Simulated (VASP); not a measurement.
Data:

```yaml
crystal:
  lattice:
    - [3.22020, 0.00000, 0.00000]
    - [0.00000, 3.22020, 0.00000]
    - [0.00000, 0.00000, 24.02312]
  atoms:
    - { symbol: Zr, position: [0.00000, 0.50000, 0.36235] }
    - { symbol: Zr, position: [0.50000, 0.00000, 0.45400] }
    - { symbol: Zr, position: [0.00000, 0.50000, 0.54600] }
    - { symbol: Zr, position: [0.50000, 0.00000, 0.63765] }
    - { symbol: N, position: [0.00000, 0.50000, 0.45100] }
    - { symbol: N, position: [0.50000, 0.00000, 0.35614] }
    - { symbol: N, position: [0.00000, 0.50000, 0.64386] }
    - { symbol: N, position: [0.50000, 0.00000, 0.54900] }
```

Level of theory: PBEsol GGA, VASP's PBE PAW potentials (set 64) (plane waves; VASP 6.6.1). Run with PREC = Normal, 450 eV cut-off, 9×9×1 Γ-centred mesh, first-order Methfessel-Paxton smearing of 0.10 eV, potentials Zr_sv N.

Q: Estimate the energy per atom (σ→0), band gap (on the k-mesh) with the smallest direct gap where there is one.

A: 
```json
{
 "band gap (on the k-mesh)": "none (metal, semimetal or under 0.01 eV)",
 "energy per atom (σ→0)": "-1014.1 kJ/mol of atoms"
}
```

The cell is a thin slab with vacuum, built from ZrN (rock salt): (100) face.
